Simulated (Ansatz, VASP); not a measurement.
# Cross-check of CoSi2 between VASP and Ansatz

One calculation is typed for both programs; each brings its own data sets. How far apart do they land? The cell is taken from a series of runs on this material, whose earlier steps may have relaxed, scaled, displaced or heated it; both programs get it as it stands.

Program: Ansatz 0.2.0. Level of theory: plane waves, with VASP 6.6.1 beside it; relaxation of cell and atoms at PBE. Results are calculated unless marked as measured.

## Step 1: Starting point

The structure is cubic, space group Fm-3m (No. 225). Conventional cell: a = 5.360 Å, b = 5.360 Å, c = 5.360 Å, α = 90.00°, β = 90.00°, γ = 90.00°. Nearest to Co lie 8 Si at 2.32 Å. Nearest to Si lie 4 Co at 2.32 Å. Farther neighbours are not listed.

Coordinates:

```xyz
3
Lattice="0.0000 2.6798 2.6798 2.6798 0.0000 2.6798 2.6798 2.6798 0.0000" Properties=species:S:1:pos:R:3 pbc="T T T"
Co    0.0000    0.0000    0.0000
Si    1.3399    1.3399    1.3399
Si    4.0197    4.0197    4.0197
```

## Step 2: VASP: relaxation of cell and atoms, PBE

The relaxed volume is the usual yardstick between codes: in a stiff, nearly cubic crystal its relative difference is about their pressure difference at one cell divided by the bulk modulus.

Lines of VASP's logs that name or quote its potential files are left out, and so is its time.

INCAR

```
SYSTEM = CoSi2
PREC = Accurate
ENCUT = 600
EDIFF = 1E-07
NELM = 120
ISMEAR = 1
SIGMA = 0.2
LREAL = .FALSE.
ALGO = Normal
GGA = PE
NBANDS = 14
LASPH = .TRUE.
LORBIT = 11
LWAVE = .FALSE.
LCHARG = .FALSE.
ISIF = 3
IBRION = 2
NSW = 80
EDIFFG = -0.005
GGA_COMPAT = .FALSE.
NELMIN = 4
KPAR = 2
```

POSCAR

```
CoSi2
1.0
    0.0000000000      2.6798240000      2.6798240000
    2.6798240000      0.0000000000      2.6798240000
    2.6798240000      2.6798240000      0.0000000000
Co Si
1 2
Direct
    0.0000000000      0.0000000000      0.0000000000
    0.2500000000      0.2500000000      0.2500000000
    0.7499998134      0.7499998134      0.7499998134
```

KPOINTS

```
Automatic mesh
0
Gamma
10 10 10
0 0 0
```

Potentials, in the order of the species: Co and Si (PBE family, release 64).

The run is started by

```sh
$ mpirun -np 2 vasp_std
```

Numbers of over 12 decimals in the logs are rounded to 6 here.

The program printed:

```text
[banner, memory and clock lines left out]
running    2 mpi-ranks, on    1 nodes
 distrk:  each k-point on    1 cores,    2 groups
 distr:  one band on    1 cores,    1 groups

 POSCAR found type information on POSCAR CoSi
 POSCAR found :  2 types and       3 ions
 LDA part: xc-table for (Slater+PW92), standard interpolation
 POSCAR, INCAR and KPOINTS ok, starting setup
 FFT: planning ... GRIDC
 FFT: planning ... GRID_SOFT
 FFT: planning ... GRID
 WAVECAR not read
 entering main loop
       N       E                     dE             d eps       ncg     rms          rms(c)
DAV:   1     0.701552490342E+02    0.70155E+02   -0.75187E+03  1316   0.129E+03
DAV:   2    -0.166991861111E+02   -0.86854E+02   -0.78590E+02  1364   0.238E+02
DAV:   3    -0.206328706798E+02   -0.39337E+01   -0.38346E+01  1734   0.572E+01
DAV:   4    -0.207097490118E+02   -0.76878E-01   -0.76761E-01  1616   0.738E+00
DAV:   5    -0.207119537129E+02   -0.22047E-02   -0.22045E-02  1786   0.133E+00    0.143E+01
DAV:   6    -0.243587996151E+02   -0.36468E+01   -0.30808E+01  1542   0.118E+02    0.179E+01
DAV:   7    -0.193089757843E+02    0.50498E+01   -0.13357E+01  1706   0.928E+01    0.332E+00
DAV:   8    -0.193284272358E+02   -0.19451E-01   -0.92282E-01  1636   0.709E+00    0.191E+00
DAV:   9    -0.192945090218E+02    0.33918E-01   -0.97617E-02  1660   0.628E+00    0.463E-01
DAV:  10    -0.192946873604E+02   -0.17834E-03   -0.75772E-03  1944   0.138E+00    0.143E-01
DAV:  11    -0.192944316990E+02    0.25566E-03   -0.90869E-04  1742   0.609E-01    0.352E-02
DAV:  12    -0.192944627707E+02   -0.31072E-04   -0.91319E-05  1512   0.774E-02    0.229E-02
DAV:  13    -0.192944611626E+02    0.16081E-05   -0.66833E-06  1806   0.348E-02    0.686E-03
DAV:  14    -0.192944614144E+02   -0.25173E-06   -0.11524E-06  2004   0.148E-02    0.337E-03
DAV:  15    -0.192944616012E+02   -0.18682E-06   -0.13047E-07  1090   0.752E-03    0.817E-04
DAV:  16    -0.192944616671E+02   -0.65899E-07   -0.54336E-08   940   0.184E-03
   1 F= -.19294462E+02 E0= -.19295273E+02  d E =-.192945E+02
 curvature:   0.00 expect dE= 0.000E+00 dE for cont linesearch  0.000E+00
 trial: gam= 0.00000 g(F)=  0.503E-41 g(S)=  0.845E-04 ort = 0.000E+00 (trialstep = 0.100E+01)
 search vector abs. value=  0.845E-04
 bond charge predicted
       N       E                     dE             d eps       ncg     rms          rms(c)
DAV:   1    -0.192953095196E+02   -0.84792E-03   -0.82962E-03  1448   0.171E+00    0.274E-01
DAV:   2    -0.192981824668E+02   -0.28729E-02   -0.20946E-02  1628   0.314E+00    0.503E-01
DAV:   3    -0.192944823407E+02    0.37001E-02   -0.10844E-02  1628   0.230E+00    0.475E-02
DAV:   4    -0.192944674391E+02    0.14902E-04   -0.19911E-04  1412   0.109E-01    0.166E-02
DAV:   5    -0.192944645435E+02    0.28956E-05   -0.87900E-06  1740   0.555E-02    0.489E-03
DAV:   6    -0.192944645130E+02    0.30485E-07   -0.83084E-07  1682   0.798E-03
   2 F= -.19294465E+02 E0= -.19295284E+02  d E =-.284596E-05
 trial-energy change:   -0.000003  1 .order   -0.000002   -0.000085    0.000080
 step:   0.5151(harm=  0.5151)  dis= 0.00000  next Energy=   -19.294483 (dE=-0.218E-04)
 bond charge predicted
       N       E                     dE             d eps       ncg     rms          rms(c)
DAV:   1    -0.192946887156E+02   -0.22417E-03   -0.19652E-03  1442   0.834E-01    0.133E-01
DAV:   2    -0.192953683752E+02   -0.67966E-03   -0.49737E-03  1628   0.153E+00    0.245E-01
DAV:   3    -0.192944906763E+02    0.87770E-03   -0.25688E-03  1628   0.111E+00    0.233E-02
DAV:   4    -0.192944855929E+02    0.50834E-05   -0.44947E-05  1394   0.528E-02    0.803E-03
DAV:   5    -0.192944849992E+02    0.59367E-06   -0.20619E-06  1728   0.270E-02    0.228E-03
DAV:   6    -0.192944849760E+02    0.23269E-07   -0.17350E-07  1092   0.380E-03
   3 F= -.19294485E+02 E0= -.19295301E+02  d E =-.233089E-04
 curvature:  -0.26 expect dE=-0.260E-06 dE for cont linesearch -0.260E-06
 trial: gam= 0.00000 g(F)=  0.199E-41 g(S)=  0.101E-05 ort =-0.924E-05 (trialstep = 0.903E+00)
 search vector abs. value=  0.101E-05
 reached required accuracy - stopping structural energy minimisation
```

OUTCAR, selected parts (step 2):

```text
ion  position               nearest neighbor table
   1  0.000  0.000  0.000-   3 2.32   3 2.32   3 2.32   2 2.32   2 2.32   2 2.32   2 2.32   3 2.32

  LATTYP: Found a face centered cubic cell.
 ALAT       =     5.3596480000

 Subroutine GETGRP returns: Found 48 space group operations
 (whereof 48 operations were pure point group operations)

The static configuration has the point symmetry O_h .

 Found     47 irreducible k-points:

   k-points           NKPTS =     47   k-points in BZ     NKDIM =     47   number of bands    NBANDS=     14

   dimension x,y,z NGX =    30 NGY =   30 NGZ =   30
   dimension x,y,z NGXF=    60 NGYF=   60 NGZF=   60

   ENCUT  =  600.0 eV  44.10 Ry    6.64 a.u.   7.57  7.57  7.57*2*pi/ulx,y,z

   NELECT =      17.0000    total number of electrons

 k-points in reciprocal lattice and weights: Automatic mesh
   0.00000000  0.00000000  0.00000000       0.001
   0.10000000  0.00000000  0.00000000       0.008
   0.20000000  0.00000000  0.00000000       0.008
   0.30000000  0.00000000  0.00000000       0.008
   0.40000000  0.00000000  0.00000000       0.008
   0.50000000  0.00000000  0.00000000       0.004
   0.10000000  0.10000000  0.00000000       0.006
   0.20000000  0.10000000  0.00000000       0.024
   0.30000000  0.10000000  0.00000000       0.024
[...]
-0.30000000  0.40000000  0.20000000       0.024
  -0.30000000  0.50000000  0.20000000       0.012

 average (electrostatic) potential at core
       1 -78.2779       2 -79.4621       3 -79.4621

 E-fermi :  10.0723

 k-point     1 :       0.0000    0.0000    0.0000
  band No.  band energies     occupation
    ...
      2       6.0052      2.00000
      3       6.0052      2.00000
      4       6.0052      2.00000
      5       8.1735      2.00000
      6       8.1735      2.00000
      7      10.8268     -0.00000
      8      13.4817     -0.00000
      9      13.4817     -0.00000
     10      13.4817     -0.00000
     11      13.5288     -0.00000
    ...

 k-point     2 :       0.1000    0.0000    0.0000
  band No.  band energies     occupation
    ...
      2       5.6322      2.00000
      3       6.0589      2.00000
      4       6.0589      2.00000
      5       8.1293      2.00000
      6       8.1293      2.00000
      7      10.8853     -0.00000
      8      11.9032     -0.00000
      9      12.6088     -0.00000
     10      12.6088     -0.00000
     11      14.4009      0.00000
    ...

 k-point     3 :       0.2000    0.0000    0.0000
  band No.  band energies     occupation
    ...
      3       6.2001      2.00000
      4       6.2001      2.00000
      5       8.0480      2.00000
      6       8.0480      2.00000
      7       9.8129      2.06948
      8      11.7250     -0.00000
      9      11.7250     -0.00000
     10      12.0479     -0.00000
     11      14.2298      0.00000
     12      14.2298      0.00000
    ...

  Total        0.0045775      0.0045775      0.0045775     -0.0000000     -0.0000000     -0.0000000
  in kB        0.1907386      0.1907386      0.1907386     -0.0000000     -0.0000000     -0.0000000
  external PRESSURE =       0.1907386 kB  Pullay stress =       0.0000000 kB

  energy-cutoff  :      600.00
  volume of cell :       38.45
      direct lattice vectors                 reciprocal lattice vectors
    -0.000000000  2.678894682  2.678894682    -0.186644142  0.186644142  0.186644142
     2.678894682  0.000000000  2.678894682     0.186644142 -0.186644142  0.186644142
     2.678894682  2.678894682 -0.000000000     0.186644142  0.186644142 -0.186644142

 POSITION                                       TOTAL-FORCE (eV/Angst)
 -----------------------------------------------------------------------------------
     -0.00000      0.00000      0.00000         0.000000      0.000000     -0.000000
      1.33945      1.33945      1.33945        -0.000000     -0.000000     -0.000000
      4.01834      4.01834      4.01834         0.000000      0.000000      0.000000
 -----------------------------------------------------------------------------------
    total drift:                               -0.000017     -0.000017     -0.000017

  FREE ENERGIE OF THE ION-ELECTRON SYSTEM (eV)
  ---------------------------------------------------
  free  energy   TOTEN  =       -19.2944849760 eV

  energy  without entropy=      -19.2969320275  energy(sigma->0) =      -19.29530066

 reached required accuracy - stopping structural energy minimisation

 total charge
# of ion       s       p       d       tot
------------------------------------------
    1        0.539   0.719   7.594   8.851
    2        0.717   0.873   0.000   1.590
    3        0.717   0.873   0.000   1.590
--------------------------------------------------
tot          1.972   2.465   7.594  12.031

[... 3 further parts left out ...]
```

CONTCAR:

```
CoSi2
   1.00000000000000
    -0.0000000000000000    2.6788946815520376    2.6788946815520376
     2.6788946815520376    0.0000000000000000    2.6788946815520376
     2.6788946815520376    2.6788946815520376   -0.0000000000000000
  Co              Si
     1     2
Direct
     0.0000000000000000    0.0000000000000000    0.0000000000000000
     0.2500000000000000    0.2500000000000000    0.2500000000000000
     0.7499998134000023    0.7499998134000023    0.7499998134000023
```

This run has no spin polarisation, so a moment on Co, if there is one, isn't seen. Its electron count is odd, so without a moment it is a metal by construction. The run keeps the 48 symmetry operations of its start, so it cannot find a distortion of lower symmetry.

## Step 3: Ansatz: relaxation of cell and atoms, PBE

Ansatz runs on norm-conserving files, of PseudoDojo where its log says so.

The same cell, functional, mesh and smearing now go to Ansatz, which takes its cutoff from its data sets.

input.yaml

```yaml
crystal:
  lattice:
    - [0.0, 2.6798236004, 2.6798236004]
    - [2.6798236004, 0.0, 2.6798236004]
    - [2.6798236004, 2.6798236004, 0.0]
  atoms:
    - { symbol: Co, position: [0.0, 0.0, 0.0] }
    - { symbol: Si, position: [0.25, 0.25, 0.25] }
    - { symbol: Si, position: [0.75, 0.75, 0.75] }
kpoints:
  mp_grid: { grid: [10, 10, 10] }
hamiltonian:
  xc: pbe
  pseudopotentials: { kind: nc, accuracy: standard }
scf:
  occupations: { method: methfessel_paxton, width: 0.2 }
output:
  forces: true
  stress: true
  eigenvalues: true
relax:
  adjacent_minimum: "off"
  f_tol: 0.001
  max_steps: 60
  cell: { stress_tol: 0.01 }
```

The run is started by

```sh
$ ansatz run input.yaml --threads 4 --pin off --max-ram 16384MiB --backend cpu --events-out ev --progress --plain --runs-dir out
```

The program printed:

```text
Engine: ansatz 0.2.0, aarch64-unknown-linux-gnu
Pseudopotentials: kind: nc
Pseudopotential: Co, nc, valence charge 17, recommended cutoff 1306.14654 eV (normal), Co.nc.azcp (PseudoDojo's, or run here from an input of PseudoDojo's; its table is named by hamiltonian.pseudopotentials.accuracy)
Pseudopotential: Si, nc, valence charge 4, recommended cutoff 489.804952 eV (normal), Si.nc.azcp (PseudoDojo's, or run here from an input of PseudoDojo's; its table is named by hamiltonian.pseudopotentials.accuracy)
Functional definition: PBE
  parameter kappa = 0.804
  parameter beta = 0.066725
  exchange = pbe_x(kappa = kappa, mu = beta*pi^2/3)
  correlation = pbe_c(beta = beta)
Crystal: 3 atoms, lattice volume = 38.490 Å³
Basis set: ecut = 1306.14654 eV, 4111 PW (Γ), exchange–correlation on 90×90×90 points (8 copies of the dense FFT grid, shifted against one another)
Bands: 17, of which v1, the nominal top of the filled ones, is band 13 counted from 1 (12 counted from 0)
Symmetry: 48 space group operations
Space group: Fm-3m (ITA 225), of the structure as read, at distance tolerance 3.4e-5 Å
k-points: 47 of 1000
Non-local potential: Co, projectors of the file, l = 0: 2, l = 1: 2, l = 2: 2
Non-local potential: Si, projectors of the file, l = 0: 2, l = 1: 2, l = 2: 2
Initial density: superposition of atomic densities (chi_scale 0.1, normalization cell, long waves kept (reshape's long-wave potential 0.00 eV rms))
Initial wavefunctions: pseudopotential atomic-orbital guess
Functional: x = pbe(κ = 0.804, μ = 0.219515), c = pbe(β = 0.066725)
SCF iter   1: F=—  HF=-4397.443619 eV  |F-HF|=—  |Δ(HF+E_count)|=         —  Δρ=1.27e-1  dr2=8.37e0  ethr=3.10e-3  ⟨swp⟩=5.2  Hψ=3996  notcnv=0
preconditioner: auto → Kerker (q_TF=auto, 2.539 Å⁻¹)  [metal: Δε(μ)=0.066 eV  Ē_g=8.761 eV  σ=0.200 eV  W_gap=0.27  n_scr=14 (ndim 8)  ℏωp=24.7 eV  f_vac=0.000  D(μ)=0.82/eV (n_scr^D=0)]
SCF iter   2: F=—  HF=-4396.902746 eV  |F-HF|=—  |Δ(HF+E_count)|=   5.41e-1  S|Δr|=    0.00e0  Δρ=1.55e-1  dr2=5.65e0  ethr=3.10e-3  ⟨swp⟩=3.0  Hψ=2091  notcnv=0  defer=15
preconditioner: auto → none  [insulator: Δε(μ)=0.163 eV  Ē_g=8.153 eV  σ=0.200 eV  W_gap=0.56  n_scr=14 (ndim 8)  ℏωp=24.7 eV  f_vac=0.000  D(μ)=1.05/eV (n_scr^D=8)  ε∞_Penn≈10.2]
SCF iter   3: F=—  HF=-4396.119805 eV  |F-HF|=—  |Δ(HF+E_count)|=   7.83e-1  S|Δr|=    0.00e0  Δρ=3.80e-2  dr2=3.28e-1  ethr=3.10e-3  ⟨swp⟩=2.4  Hψ=1921  notcnv=0  defer=6
SCF iter   4: F=—  HF=-4396.005633 eV  |F-HF|=—  |Δ(HF+E_count)|=   1.14e-1  S|Δr|=    0.00e0  Δρ=6.16e-3  dr2=1.41e-2  ethr=1.31e-3  ⟨swp⟩=2.4  Hψ=1495  notcnv=0  defer=6
SCF iter   5: F=—  HF=-4396.004425 eV  |F-HF|=—  |Δ(HF+E_count)|=   1.21e-3  S|Δr|=    0.00e0  Δρ=3.29e-3  dr2=5.09e-3  ethr=5.62e-5  ⟨swp⟩=2.7  Hψ=1254  notcnv=0  defer=6
SCF iter   6: F=—  HF=-4396.003765 eV  |F-HF|=—  |Δ(HF+E_count)|=   6.60e-4  S|Δr|=    0.00e0  Δρ=9.44e-4  dr2=4.27e-4  ethr=2.04e-5  ⟨swp⟩=1.0  Hψ=914  notcnv=0  defer=6
SCF iter   7: F=—  HF=-4396.003693 eV  |F-HF|=—  |Δ(HF+E_count)|=   7.20e-5  S|Δr|=    0.00e0  Δρ=1.35e-4  dr2=8.36e-6  ethr=1.71e-6  ⟨swp⟩=1.2  Hψ=837  notcnv=0  defer=6
SCF iter   8: F=—  HF=-4396.003582 eV  |F-HF|=—  |Δ(HF+E_count)|=   1.11e-4  S|Δr|=    0.00e0  Δρ=1.65e-5  dr2=3.72e-8  ethr=4.00e-10  ⟨swp⟩=6.8  Hψ=4839  notcnv=0
SCF iter   9: F=-4396.003582 eV  HF=-4396.003582 eV  |F-HF|=3.64e-10  |Δ(HF+E_count)|=   7.58e-9  S|Δr|=    0.00e0  Δρ=2.08e-6  dr2=4.96e-10  ethr=1.49e-10  ⟨swp⟩=2.2  Hψ=2851  notcnv=0
SCF 1 converged in 9 iterations: F = -4396.003582 eV  dr2 = 4.96e-10
relax step   1: F+E_penalty+E_count = -4396.00358166 eV  Δ(F+E_penalty+E_count) = +0.000e0 eV  max|allowed force component| = 2.159e-17 eV/Å  Δτ_max = 0.0000 Å  P = +0.073 GPa  Ω = 38.490 Å³  (9 SCF iters, dr2 threshold 1.00e-7 eV, accepted)
[...]
relax step   2: F+E_penalty+E_count = -4396.00358338 eV  Δ(F+E_penalty+E_count) = -1.711e-6 eV  max|allowed force component| = 1.149e-16 eV/Å  Δτ_max = 0.0000 Å  P = +0.031 GPa  Ω = 38.499 Å³  energy of the carried Pulay correction = -1.250e-6 eV  (4 SCF iters, dr2 threshold 1.34e-8 eV, accepted)
[...]
relax step   3: F+E_penalty+E_count = -4396.00358311 eV  Δ(F+E_penalty+E_count) = +2.643e-7 eV  max|allowed force component| = 1.550e-16 eV/Å  Δτ_max = 0.0000 Å  P = +0.000 GPa  Ω = 38.506 Å³  energy of the carried Pulay correction = -2.147e-6 eV  (5 SCF iters, dr2 threshold 2.35e-9 eV, accepted)
[...]
relax step   4: F+E_penalty+E_count = -4396.00358615 eV  Δ(F+E_penalty+E_count) = -3.040e-6 eV  max|allowed force component| = 1.257e-16 eV/Å  Δτ_max = 0.0000 Å  P = +0.000 GPa  Ω = 38.506 Å³  stress off target by 4.00e-4 GPa  SCF on the basis re-selected at this cell (its energy is not comparable with the rows above)  (6 SCF iters)
basis re-selected at this cell: Δ(F+E_penalty+E_count) = -3.040e-6 eV, ΔP = +0.000 GPa vs the last step (what re-selecting the basis moved, of the pressure what is left beyond the Pulay correction that the steps carried, after the strain that the cell walked since its last selection, with what the two solves' SCF thresholds leave and, on support functions, any second-order correction that the steps lacked; it is no m [...]
SCF converged after 6 iterations
Stability not checked: this state was not tested for a lower state beside it, because cold or Methfessel-Paxton smearing, or corrected tetrahedra, fill the levels in a way that the test cannot read (fill_not_monotonic; see scf.lower_state_search)
Free energy (F): -4396.003586 eV
Harris-Foulkes:  -4396.003586 eV  (|F-HF|=1.82e-12)
Internal energy: -4396.006002 eV  (E = F + TS)
E sigma→0 (E₀):  -4396.004190 eV
Entropy (-TS):   0.002416 eV (0.805 meV/atom)
Fermi energy:    12.989584 eV
--- Per-component energies (eV) ---
  E_band       = -281.624779
  E_kinetic    = 1931.520561
  E_local      = -4292.163509  (includes V_loc(G=0)·N_el)
  E_nonlocal   = -480.207643
  E_hartree    = 1612.320210
  E_xc         = -850.881045
  E_vxc        = -665.414639  (∫ρ·V_xc dr)
  E_ewald      = -2316.594576
  E_smearing   = 0.002416  (= −TS)
  E_closure    = 0.000000  (closes the sum)
  Σ components = -4396.003586   (vs F -4396.003586, Δ=0.00e0)
--- Forces (eV/Å), atoms counted from 1 ---
  atom   1  Co    -0.00000000    -0.00000000    -0.00000000
  atom   2  Si     0.00000000     0.00000000     0.00000000
  atom   3  Si    -0.00000000    -0.00000000    -0.00000000
  max |Σ_I F_I| component: 5.55e-17 eV/Å
--- Stress (GPa, compression-positive) ---
        0.000400       0.000000       0.000000
        0.000000       0.000400       0.000000
        0.000000       0.000000       0.000400
  P = ⅓ Tr σ = 0.0004 GPa (0.004 kbar)
--- Band table (eV; the first three rows and the last of 47) ---
  k-point 0: bands = [... 9 lower, 11.1116, 13.7120, 16.4020, 16.4020, 16.4020, 16.4265, 16.4265, 16.4265]
  k-point 1: bands = [... 9 lower, 11.0666, 13.7821, 14.8026, 15.5182, 15.5182, 17.3088, 17.3088, 18.2126]
  k-point 2: bands = [... 9 lower, 10.9833, 12.7232, 14.6332, 14.6332, 14.9372, 17.1469, 17.1469, 17.8243]
  k-point 46: bands = [... 9 lower, 10.8510, 11.0390, 11.5625, 12.2795, 15.8353, 17.5399, 18.0243, 20.5612]
--- Relaxed structure (3 steps of the walk, 3 accepted, 1 SCFs on fresh bases) ---
  F+E_penalty+E_count = -4396.00358615 eV   max|allowed force component| = 1.257e-16 eV/Å   (the final SCF, on the basis selected at the relaxed cell)
  cell:  # Å, volume = 38.5057 Å³
    - [0, 2.680187, 2.680187]
    - [2.680187, 0, 2.680187]
    - [2.680187, 2.680187, 0]
  atoms:
    - { symbol: Co, position: [0, 0, 0] }
    - { symbol: Si, position: [0.25, 0.25, 0.25] }
    - { symbol: Si, position: [0.75, 0.75, 0.75] }
```

## Step 4: Side by side

Known differences besides the potentials themselves: the data sets hold 25 valence electrons in Ansatz (on norm-conserving files, of PseudoDojo where its log says so) and 17 in VASP; the cutoff is 1306.15 eV in Ansatz and 600 eV in VASP; Ansatz adds a Pulay correction to the stress that steers its cell, VASP none. Total energies have different zeros and are not compared.

Compared:

| quantity | Ansatz | VASP | difference |
| --- | --- | --- | --- |
| volume (Å³) | 38.51 | 38.45 | +0.14 % |
| edge a after relaxation, in the typed setting (Å) | 3.790 | 3.788 | +0.05 % |

## Step 5: What came out

```yaml
difference_in_volume_relaxation_of_cell_and_atoms_pbe: 0.14 %
```

**Reading.** The difference in volume is 0.14 % (relaxation of cell and atoms, PBE), within the 1.2 % picked in this series as the mark of a large difference, as far as the stopping tolerances let one tell. The data sets hold unlike numbers of valence electrons (25 in Ansatz and 17 in VASP), so part of the differences comes from the potentials. 3 further runs of this series are not shown here. Such differences can come from data sets, numerical settings and the points named under the comparisons, not from the functional's error against experiment.

[Lines on the potential files, build, host, timing and source positions are cut from VASP's logs without a mark.]

[Logs are printed without paths, hosts, clocks, repeated set-up lines and the standing remarks that a program may print on its own settings, such as how far it seeks lower states.]

[Hosts, paths, dates, database ids (printed as entryN), source tags and the programs' standing remarks are cut or masked in the printed files.]
